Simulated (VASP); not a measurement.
Here is a VASP 6.6.1 calculation.

Contents of INCAR:

```
SYSTEM = CuPd
  ALGO = Fast
  EDIFF = 1E-8
  ENCUT = 520
  GGA = CA
  IBRION = 8
  ISIF = 2
  ISMEAR = -1
  LASPH = .True.
  LCHARG = .True.
  LREAL = .False.
  LWAVE = .False.
  NELM = 100
  NSW = 1
  PREC = Accurate
  SIGMA = 0.15
```

Contents of KPOINTS:

```
k-points
0
Gamma
  14 14 14
  0 0 0
```

The input POSCAR:

```
CuPd
1.0
    2.9304415336      0.0000000000      0.0000000000
    0.0000000000      2.9304415336      0.0000000000
    0.0000000000      0.0000000000      2.9304415336
Cu Pd
1 1
Direct
    0.0000000000      0.0000000000      0.0000000000
    0.5000000000      0.5000000000      0.5000000000
```

Potentials or basis: VASP PAW LDA potentials, release 64 (Cu, Pd).

Launch:

```bash
$ cat potpaw_LDA.64/Cu/POTCAR potpaw_LDA.64/Pd/POTCAR > POTCAR
$ mpirun -np 1 vasp_std > vasp.out
```

(1) Estimate the highest phonon frequency at Γ, LO-TO splitting left out.

Results:

(1) 232 cm⁻¹.
